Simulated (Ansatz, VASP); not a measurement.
# Cross-check of WSeS between VASP and Ansatz

Aim: how closely do two programs agree when they are given the same cell, functional and k mesh? The cell is taken from a series of runs on this material, whose earlier steps may have relaxed, scaled, displaced or heated it; both programs get it as it stands.

Method: plane waves, with VASP 6.6.1 beside it; PBEsol, r2SCAN and PBEsol, spin-orbit coupling, in Ansatz 0.2.0.

### Step 1. The structure

The cell holds 3 atoms: 1 W, 1 S and 1 Se. Cell: a = 3.207 Å, b = 3.207 Å, c = 29.700 Å, α = 90.0°, β = 90.0°, γ = 120.0°. Vacuum lies along c.

As a file:

```cif
data_structure
_symmetry_space_group_name_H-M 'P 1'
_symmetry_Int_Tables_number 1
_cell_length_a 3.2072
_cell_length_b 3.2072
_cell_length_c 29.7000
_cell_angle_alpha 90.000
_cell_angle_beta 90.000
_cell_angle_gamma 120.000
_cell_volume 264.57
loop_
_atom_site_label
_atom_site_type_symbol
_atom_site_fract_x
_atom_site_fract_y
_atom_site_fract_z
_atom_site_occupancy
W1 W 0.33333 0.66667 0.50291 1
S2 S 0.66667 0.33333 0.55454 1
Se3 Se 0.66667 0.33333 0.44546 1
```

### Step 2. Ansatz: single point, PBEsol

Ansatz runs on its PAW soft_1 files.

With cell and atoms fixed, the geometry can't cause a difference; cores, projectors, grids and the points listed under the comparison can.

Input file input.yaml:

```yaml
crystal:
  lattice:
    - [3.2071974962, 0.0, 0.0]
    - [-1.6035987481, 2.7775145067, 0.0]
    - [0.0, 0.0, 29.7]
  atoms:
    - { symbol: W, position: [0.3333333333, 0.6666666667, 0.5029145149] }
    - { symbol: S, position: [0.6666666667, 0.3333333333, 0.5545391362] }
    - { symbol: Se, position: [0.6666666667, 0.3333333333, 0.4454608638] }
  periodic: [true, true, false]
kpoints:
  mp_grid: { grid: [9, 9, 1] }
  band_path:
    path:
      - [0, 0, 0]
      - [0.5, 0, 0]
      - [0.3333333333333, 0.3333333333333, 0]
      - [0, 0, 0]
    npoints: 10
hamiltonian:
  xc: pbesol
  pseudopotentials: { kind: paw, azcp: { folder: soft_1 }, xc_functional: pbe }
scf:
  occupations: { method: fermi_dirac, width: 0.02 }
  n_extra_bands: 5
output:
  eigenvalues: true
  write_density: true
  write_potential: true
  elf: true
  volumetric_format: npy
```

Run with:

```
> ansatz run input.yaml --threads 8 --pin off --max-ram 17510MiB --backend cpu --events-out ev --progress --plain --runs-dir out
```

Numbers of over 12 decimals in the logs are rounded to 6 here.

The program printed:

```text
scf.n_extra_bands = 5 over 18 filled bands (N_el = 36.0): the run solves 23 bands
Engine: ansatz 0.2.0, x86_64-unknown-linux-gnu
Pseudopotentials: kind: paw
Pseudopotential: W, paw, valence charge 14, recommended cutoff 420 eV (normal), soft_1/W.paw.azcp
Pseudopotential: S, paw, valence charge 6, recommended cutoff 420 eV (normal), soft_1/S.paw.azcp
Pseudopotential: Se, paw, valence charge 16, recommended cutoff 420 eV (normal), soft_1/Se.paw.azcp
Functional definition: PBEsol
  exchange = pbesol_x
  correlation = pbesol_c
Crystal: 3 atoms, lattice volume = 264.569 Å³
Basis set: ecut = 420 eV, 5259 PW (Γ)
Bands: 23, of which v1, the nominal top of the filled ones, is band 18 counted from 1 (17 counted from 0)
Symmetry: 6 space group operations
Space group: P3m1 (ITA 156), of the structure as read, at distance tolerance 6.4e-5 Å
k-points: 12 of 81 (time reversal used)
Non-local potential: W, projectors of the file, l = 0: 3, l = 1: 2, l = 2: 2, l = 3: 1
Non-local potential: S, projectors of the file, l = 0: 2, l = 1: 2, l = 2: 1
Non-local potential: Se, projectors of the file, l = 0: 2, l = 1: 2, l = 2: 3, l = 3: 1
PAW form: soft (Blöchl's): semilocal exchange-correlation on the pseudo side does not see the compensation charge
PAW frozen core: W, regenerated for the run's functional, and the local potential with it (the file was generated under x = pbe(κ = 0.804, μ = 0.219515), c = pbe(β = 0.066725))
PAW frozen core: S, regenerated for the run's functional, and the local potential with it (the file was generated under x = pbe(κ = 0.804, μ = 0.219515), c = pbe(β = 0.066725))
PAW frozen core: Se, regenerated for the run's functional, and the local potential with it (the file was generated under x = pbe(κ = 0.804, μ = 0.219515), c = pbe(β = 0.066725))
PAW one-centre angular grid: W, 590 points (default); XC on 64 Gauss nodes
PAW one-centre angular grid: S, 110 points (default); XC on 64 Gauss nodes
PAW one-centre angular grid: Se, 590 points (default); XC on 64 Gauss nodes
Initial density: superposition of atomic densities (neutral atoms: chi_scale 0, normalization atom)
Initial wavefunctions: pseudopotential atomic-orbital guess
Functional: x = pbesol(κ = 0.804, μ = 0.123457), c = pbesol(β = 0.046)
SCF iter   1: F=—  HF=-16569.303976 eV  |F-HF|=—  |Δ(HF+E_count)|=         —  Δρ=1.83e-2  dr2=1.51e0  ethr=3.10e-3  ⟨swp⟩=18.8  Hψ=2577  notcnv=0
preconditioner: auto → Resta (q_TF=auto, 1.957 Å⁻¹)  ε∞=2.1  [insulator: Δε(μ)=1.761 eV  Ē_g=9.444 eV  σ=0.020 eV  W_gap=1.00  n_scr=18 (ndim 8)  ℏωp=9.7 eV  f_vac=0.758  D(μ)=0.00/eV (n_scr^D=0)  ε∞_Penn≈2.1  vacuum switching on, ρ_ref=6.5e-3 e/Å³]
SCF iter   2: F=—  HF=-16569.026188 eV  |F-HF|=—  |Δ(HF+E_count)|=   2.78e-1  Δρ=1.01e-2  dr2=1.33e0  ethr=3.10e-3  ⟨swp⟩=4.2  Hψ=625  notcnv=0  defer=12
SCF iter   3: F=—  HF=-16569.016878 eV  |F-HF|=—  |Δ(HF+E_count)|=   9.31e-3  Δρ=7.58e-3  dr2=1.38e0  ethr=3.10e-3  ⟨swp⟩=4.4  Hψ=489  notcnv=0  defer=12
SCF iter   4: F=—  HF=-16568.886145 eV  |F-HF|=—  |Δ(HF+E_count)|=   1.31e-1  Δρ=2.54e-3  dr2=1.14e-2  ethr=3.10e-3  ⟨swp⟩=3.3  Hψ=484  notcnv=0  defer=12
SCF iter   5: F=—  HF=-16568.890605 eV  |F-HF|=—  |Δ(HF+E_count)|=   4.46e-3  Δρ=1.71e-3  dr2=2.27e-2  ethr=3.18e-5  ⟨swp⟩=5.0  Hψ=773  notcnv=0  defer=12
SCF iter   6: F=—  HF=-16568.887113 eV  |F-HF|=—  |Δ(HF+E_count)|=   3.49e-3  Δρ=4.33e-4  dr2=7.92e-4  ethr=3.18e-5  ⟨swp⟩=3.8  Hψ=494  notcnv=0  defer=12
SCF iter   7: F=—  HF=-16568.887068 eV  |F-HF|=—  |Δ(HF+E_count)|=   4.52e-5  Δρ=1.30e-4  dr2=1.04e-4  ethr=2.20e-6  ⟨swp⟩=3.5  Hψ=640  notcnv=0  defer=12
SCF iter   8: F=—  HF=-16568.887052 eV  |F-HF|=—  |Δ(HF+E_count)|=   1.62e-5  Δρ=3.76e-5  dr2=5.39e-6  ethr=2.90e-7  ⟨swp⟩=3.4  Hψ=576  notcnv=0  defer=12
SCF iter   9: F=—  HF=-16568.886945 eV  |F-HF|=—  |Δ(HF+E_count)|=   1.07e-4  Δρ=8.01e-6  dr2=4.73e-7  ethr=1.50e-8  ⟨swp⟩=3.9  Hψ=662  notcnv=0  defer=12
SCF iter  10: F=-16568.886945 eV  HF=-16568.886945 eV  |F-HF|=1.60e-8  |Δ(HF+E_count)|=   1.19e-7  Δρ=2.32e-6  dr2=2.00e-8  ethr=2.78e-10  ⟨swp⟩=17.4  Hψ=1337  notcnv=0
SCF 1 converged in 10 iterations: F = -16568.886945 eV  dr2 = 2.00e-8
  greatest PAW one-centre occupation: 1.000 electrons in one spin orbital (limit 2), on the Se atom at site 2 (counted from 0), in its partial waves of l = 2
NSCF: frozen V_eff on 31 k-points
WARN: The output density's exchange-correlation potential varies sharply where the density is thin. Do not read a vacuum level from v_tot or v_xc, or from such a field of the output density. On a cell that repeats whose density bears no net charge and no dipole along the vacuum's axis use v_es (v_loc + v_h of the components); under efield.dipole_correction with no amplitude use v_es + v_field, which holds any externa [...]
SCF converged after 10 iterations
Free energy (F): -16568.886945 eV
Harris-Foulkes:  -16568.886945 eV  (|F-HF|=1.60e-8)
Internal energy: -16568.886945 eV  (E = F + TS)
E sigma→0 (E₀):  -16568.886945 eV
Fermi energy:    -4.547468 eV
--- Per-component energies (eV) ---
  E_band       = -1144.175570
  E_kinetic    = 640.148486
  E_local      = -81549.564962  (includes V_loc(G=0)·N_el)
  E_nonlocal   = -340.660324
  E_hartree    = 40436.943781
  E_xc         = -439.313847
  E_vxc        = -405.122872  (∫ρ·V_xc dr)
  E_paw        = -11129.597467  (= ΣΔE_a)
  E_vpaw       = -362.841412  (= ΣTr[D̂ρ^β])
  E_aug_tail   = -0.000210  (compensation charges beyond the density's cutoff)
  E_ewald      = 35811.865338
  E_core_change = 1.292259  (= ΣΔE_core)
  E_smearing   = -0.000000  (= −TS)
  E_closure    = 0.000000  (closes the sum)
  Σ components = -16568.886945   (vs F -16568.886945, Δ=0.00e0)
--- Band table (eV; the first three rows and the last of 12) ---
  k-point 0: bands = [... 14 lower, -7.7596, -6.6847, -6.6847, -5.5990, -2.4199, -2.4199, -2.1497, -2.1497, ... 1 higher]
  k-point 1: bands = [... 14 lower, -8.0048, -6.9438, -6.7336, -5.6756, -2.8389, -2.6026, -2.4155, -2.0325, ... 1 higher]
  k-point 2: bands = [... 14 lower, -7.9593, -7.1074, -7.0739, -6.1466, -3.3835, -2.7858, -2.4279, -1.4048, ... 1 higher]
  k-point 11: bands = [... 14 lower, -9.2680, -8.7820, -7.8102, -5.4617, -3.6306, -2.3698, -1.5478, 0.0024, ... 1 higher]
```

### Step 3. VASP: single point, PBEsol

The same cell, functional, mesh and smearing now go to VASP, with its own data sets.

Lines of VASP's logs that name or quote its potential files are left out, and so is its time.

Input file INCAR:

```
SYSTEM = WSeS
PREC = Accurate
ENCUT = 520
EDIFF = 1E-06
NELM = 120
ISMEAR = -1
SIGMA = 0.02
LREAL = .FALSE.
ALGO = Normal
GGA = PS
NBANDS = 15
LASPH = .TRUE.
LORBIT = 11
LWAVE = .FALSE.
LCHARG = .FALSE.
ISIF = 2
LDIPOL = .TRUE.
IDIPOL = 3
DIPOL = 0.5 0.5 0.501
LVHAR = .TRUE.
GGA_COMPAT = .FALSE.
EFERMI = MIDGAP
NELMDL = -8
KPAR = 2
```

Input file POSCAR:

```
WSeS
1.0
    3.2071974962      0.0000000000      0.0000000000
   -1.6035987481      2.7775145067      0.0000000000
    0.0000000000      0.0000000000     29.7000000000
W S Se
1 1 1
Direct
    0.3333333333      0.6666666667      0.5029145149
    0.6666666666      0.3333333334      0.5545391362
    0.6666666666      0.3333333334      0.4454608638
```

Input file KPOINTS:

```
Automatic mesh
0
Gamma
9 9 1
0 0 0
```

PAW data sets: W, S and Se (PBE family, release 64).

Run with:

```
> mpirun -np 2 vasp_std
```

The program printed:

```text
[banner, memory and clock lines left out]
running    2 mpi-ranks, on    1 nodes
 distrk:  each k-point on    1 cores,    2 groups
 distr:  one band on    1 cores,    1 groups

 POSCAR found type information on POSCAR W S Se
 POSCAR found :  3 types and       3 ions
|                                                                             |
|               ----> ADVICE to this user running VASP <----                  |
|                                                                             |
|     You enforced a specific xc type in the INCAR file but a different       |
|     [... a line on the potential file left out ...]
|     I HOPE YOU KNOW WHAT YOU ARE DOING!                                     |
|                                                                             |

 LDA part: xc-table for (Slater+PW92), standard interpolation
 POSCAR, INCAR and KPOINTS ok, starting setup
 FFT: planning ... GRIDC
 FFT: planning ... GRID_SOFT
 FFT: planning ... GRID
 WAVECAR not read
 entering main loop
       N       E                     dE             d eps       ncg     rms          rms(c)
DAV:   1     0.135224915691E+03    0.13522E+03   -0.56984E+03   368   0.842E+02
DAV:   2    -0.882770534258E+01   -0.14405E+03   -0.13454E+03   635   0.157E+02
DAV:   3    -0.251563138253E+02   -0.16329E+02   -0.16209E+02   507   0.683E+01
DAV:   4    -0.254734487518E+02   -0.31713E+00   -0.31595E+00   474   0.120E+01
DAV:   5    -0.254802807339E+02   -0.68320E-02   -0.68309E-02   493   0.164E+00
DAV:   6    -0.254805681190E+02   -0.28739E-03   -0.28738E-03   534   0.337E-01
DAV:   7    -0.254805743805E+02   -0.62615E-05   -0.62616E-05   486   0.458E-02
DAV:   8    -0.254805746936E+02   -0.31310E-06   -0.31293E-06   438   0.987E-03    0.261E+01
DAV:   9    -0.244993993384E+02    0.98118E+00   -0.25046E+00   561   0.117E+01    0.110E+01
DAV:  10    -0.243569491421E+02    0.14245E+00   -0.10816E+00   465   0.798E+00    0.551E+00
DAV:  11    -0.242785034774E+02    0.78446E-01   -0.16175E-01   430   0.362E+00    0.787E-01
DAV:  12    -0.242774397270E+02    0.10638E-02   -0.30026E-02   507   0.119E+00    0.373E-01
DAV:  13    -0.242757791495E+02    0.16606E-02   -0.65128E-03   493   0.582E-01    0.143E-01
DAV:  14    -0.242757284512E+02    0.50698E-04   -0.52562E-04   500   0.177E-01    0.832E-02
[...]
DAV:  21    -0.242762030635E+02   -0.20877E-04   -0.10180E-06   436   0.432E-03    0.162E-03
DAV:  22    -0.242762181662E+02   -0.15103E-04   -0.58627E-07   443   0.331E-03    0.206E-03
DAV:  23    -0.242762246830E+02   -0.65168E-05   -0.17980E-07   411   0.149E-03    0.780E-04
DAV:  24    -0.242762318585E+02   -0.71755E-05   -0.17841E-07   370   0.131E-03    0.528E-04
DAV:  25    -0.242762348115E+02   -0.29531E-05   -0.61505E-08   355   0.704E-04    0.363E-04
DAV:  26    -0.242762374313E+02   -0.26198E-05   -0.70128E-08   341   0.827E-04    0.156E-04
DAV:  27    -0.242762384509E+02   -0.10196E-05   -0.23281E-08   348   0.598E-04    0.328E-04
DAV:  28    -0.242762385972E+02   -0.14623E-06   -0.40991E-09   376   0.223E-04
   1 F= -.24276239E+02 E0= -.24276239E+02  d E =-.818530E-21
```

Parts of OUTCAR (step 3):

```text
ion  position               nearest neighbor table
   1  0.333  0.667  0.503-   2 2.40   2 2.40   2 2.40   3 2.52   3 2.52   3 2.52
   2  0.667  0.333  0.555-   1 2.40   1 2.40   1 2.40
   3  0.667  0.333  0.445-   1 2.52   1 2.52   1 2.52

  LATTYP: Found a hexagonal cell.
 ALAT       =     3.2071974962
 C/A-ratio  =     9.2604212978

 Subroutine GETGRP returns: Found  6 space group operations
 (whereof  6 operations were pure point group operations)

The static configuration has the point symmetry C_3v.

 Found     12 irreducible k-points:

   k-points           NKPTS =     12   k-points in BZ     NKDIM =     12   number of bands    NBANDS=     15

   dimension x,y,z NGX =    24 NGY =   24 NGZ =  224
   dimension x,y,z NGXF=    48 NGYF=   48 NGZF=  448

   ENCUT  =  520.0 eV  38.22 Ry    6.18 a.u.   5.96  5.96 55.22*2*pi/ulx,y,z

   NELECT =      18.0000    total number of electrons

 k-points in reciprocal lattice and weights: Automatic mesh
   0.00000000  0.00000000  0.00000000       0.012
   0.11111111  0.00000000  0.00000000       0.074
   0.22222222  0.00000000  0.00000000       0.074
   0.33333333  0.00000000  0.00000000       0.074
   0.44444444  0.00000000  0.00000000       0.074
   0.11111111  0.11111111  0.00000000       0.074
   0.22222222  0.11111111  0.00000000       0.148
   0.33333333  0.11111111  0.00000000       0.148
   0.44444444  0.11111111  0.00000000       0.074
   0.22222222  0.22222222  0.00000000       0.074
   0.33333333  0.22222222  0.00000000       0.148
   0.33333333  0.33333333  0.00000000       0.025

 dipolmoment           0.000000      0.000000      0.033901 electrons x Angstroem

 average (electrostatic) potential at core
       1 -48.4267       2 -94.5391       3 -61.1776

 E-fermi :  -2.2450

 k-point     1 :       0.0000    0.0000    0.0000
  band No.  band energies     occupation
    ...
      5      -5.8414      2.00000
      6      -5.4478      2.00000
      7      -4.3788      2.00000
      8      -4.3788      2.00000
      9      -3.3072      2.00000
     10      -0.1114      0.00000
     11      -0.1114      0.00000
     12       0.1687      0.00000
     13       0.1687      0.00000
     14       1.4115      0.00000
    ...

 k-point     2 :       0.1111    0.0000    0.0000
  band No.  band energies     occupation
    ...
      5      -5.7503      2.00000
      6      -5.6946      2.00000
      7      -4.6390      2.00000
      8      -4.4252      2.00000
      9      -3.3838      2.00000
     10      -0.5261      0.00000
     11      -0.2978      0.00000
     12      -0.1077      0.00000
     13       0.2807      0.00000
     14       1.7823      0.00000
    ...

 k-point     3 :       0.2222    0.0000    0.0000
  band No.  band energies     occupation
    ...
      5      -6.6293      2.00000
      6      -5.6463      2.00000
      7      -4.8042      2.00000
      8      -4.7656      2.00000
      9      -3.8525      2.00000
     10      -1.0796      0.00000
     11      -0.4819      0.00000
     12      -0.1266      0.00000
     13       0.8963      0.00000
     14       2.4813      0.00000
    ...

  Total       -0.1345516     -0.1345516     -0.0799504      0.0000000      0.0000000      0.0000000
  in kB       -0.8148187     -0.8148187     -0.4841644      0.0000000      0.0000000      0.0000000
  external PRESSURE =      -0.7046006 kB  Pullay stress =       0.0000000 kB

  energy-cutoff  :      520.00
  volume of cell :      264.57
      direct lattice vectors                 reciprocal lattice vectors
     3.207197496  0.000000000  0.000000000     0.311798697  0.180017062  0.000000000
    -1.603598748  2.777514507  0.000000000     0.000000000  0.360034123  0.000000000
     0.000000000  0.000000000 29.700000000     0.000000000  0.000000000  0.033670034

 POSITION                                       TOTAL-FORCE (eV/Angst)
 -----------------------------------------------------------------------------------
     -0.00000      1.85168     14.93656        -0.000000     -0.000000      0.008054
      1.60360      0.92584     16.46981        -0.000000      0.000000     -0.023786
      1.60360      0.92584     13.23019         0.000000      0.000000      0.015732
 -----------------------------------------------------------------------------------
    total drift:                                0.000000     -0.000000      0.000084

  FREE ENERGIE OF THE ION-ELECTRON SYSTEM (eV)
  ---------------------------------------------------
  free  energy   TOTEN  =       -24.2762385972 eV

  energy  without entropy=      -24.2762385972  energy(sigma->0) =      -24.27623860

 vacuum level on the upper side and lower side of the slab         2.640         1.952

 total charge
# of ion       s       p       d       tot
------------------------------------------
    1        0.552   0.680   4.272   5.505
    2        1.350   2.344   0.000   3.694
    3        1.477   2.357   0.073   3.907
--------------------------------------------------
tot          3.380   5.382   4.345  13.106

[... 3 further parts left out ...]
```

This run has no spin polarisation, so a moment on W, if there is one, isn't seen.

### Step 4. Comparison

Known differences besides the potentials themselves: Ansatz cuts the interaction across the vacuum, VASP repeats the sheet with a dipole correction (LDIPOL); the data sets hold 36 valence electrons in Ansatz (on its PAW soft_1 files) and 18 in VASP; the cutoff is 420 eV in Ansatz and 520 eV in VASP; Ansatz makes its cores anew for this functional, VASP keeps those of its PBE data sets. Total energies have different zeros and are not compared.

Compared:

```tsv
quantity	Ansatz	VASP	difference
gap on the k mesh (eV)	1.831	1.823	+0.008
```

A gap on the mesh is an upper bound, since the band edges may lie between its points; neither run holds spin-orbit coupling, which can move the band edges of a compound of W. Where the cell holds vacuum, a pressure given here is an average over it and none of the material.

### Step 5. VASP: single point, r2SCAN

A single point takes one fixed geometry, so differences don't come from the geometry; what else differs is listed under the comparison.

Input file INCAR:

```
SYSTEM = WSeS
PREC = Accurate
ENCUT = 580
EDIFF = 1E-06
NELM = 120
ISMEAR = 0
SIGMA = 0.01
LREAL = .FALSE.
ALGO = Normal
METAGGA = R2SCAN
LASPH = .TRUE.
NBANDS = 15
LORBIT = 11
LWAVE = .FALSE.
LCHARG = .FALSE.
ISIF = 2
LDIPOL = .TRUE.
IDIPOL = 3
DIPOL = 0.5 0.5 0.501
LVHAR = .TRUE.
GGA_COMPAT = .FALSE.
EFERMI = MIDGAP
NELMDL = -8
LMIXTAU = .TRUE.
KPAR = 2
```

POSCAR is that of step 3.

KPOINTS is that of step 3.

Run with:

```
> mpirun -np 2 vasp_std
```

The program printed:

```text
[banner, memory and clock lines left out]
running    2 mpi-ranks, on    1 nodes
[...]
[... a notice as in an earlier step ...]

 LDA part: xc-table for (None), standard interpolation
 POSCAR, INCAR and KPOINTS ok, starting setup
[...]
entering main loop
       N       E                     dE             d eps       ncg     rms          rms(c)
DAV:   1     0.899498419714E+02    0.89950E+02   -0.61422E+03   360   0.928E+02
DAV:   2    -0.614646787341E+02   -0.15141E+03   -0.14237E+03   613   0.165E+02
DAV:   3    -0.786159695102E+02   -0.17151E+02   -0.17025E+02   493   0.725E+01
DAV:   4    -0.789320315203E+02   -0.31606E+00   -0.31470E+00   445   0.120E+01
[...]
DAV:  74    -0.759505084891E+02   -0.22972E-04   -0.11844E-06   321   0.118E-02    0.173E-03
DAV:  75    -0.759506167200E+02   -0.10823E-03   -0.16446E-05   367   0.336E-02    0.229E-03
DAV:  76    -0.759506160980E+02    0.62194E-06   -0.66317E-07   362   0.105E-02
   1 F= -.75950616E+02 E0= -.75950616E+02  d E =0.000000E+00
```

From OUTCAR (step 5):

```text
  Total        1.0718693      1.0718693      0.0825440     -0.0000000      0.0000000      0.0000000
  in kB        6.4910349      6.4910349      0.4998705     -0.0000000      0.0000000      0.0000000
  external PRESSURE =       4.4939801 kB  Pullay stress =       0.0000000 kB

 POSITION                                       TOTAL-FORCE (eV/Angst)
 -----------------------------------------------------------------------------------
     -0.00000      1.85168     14.93656        -0.000000     -0.000000     -0.062546
      1.60360      0.92584     16.46981        -0.000000      0.000000      0.061694
      1.60360      0.92584     13.23019         0.000000     -0.000000      0.000853
 -----------------------------------------------------------------------------------
    total drift:                                0.000000     -0.000000      0.000173

  FREE ENERGIE OF THE ION-ELECTRON SYSTEM (eV)
  ---------------------------------------------------
  free  energy   TOTEN  =       -75.9506160980 eV

  energy  without entropy=      -75.9506160980  energy(sigma->0) =      -75.95061610

[... 1 part as in an earlier step ...]

[... 2 further parts left out ...]
[key lines of the parts left out:]
E-fermi :  -2.3174
```

(Continued in part 2 of 2.)

[Lines on the potential files, build, host, timing and source positions are cut from VASP's logs without a mark.]

[Logs are printed without paths, hosts, clocks, repeated set-up lines and the standing remarks that a program may print on its own settings, such as how far it seeks lower states.]

[Hosts, paths, dates, database ids (printed as entryN), source tags and the programs' standing remarks are cut or masked in the printed files.]
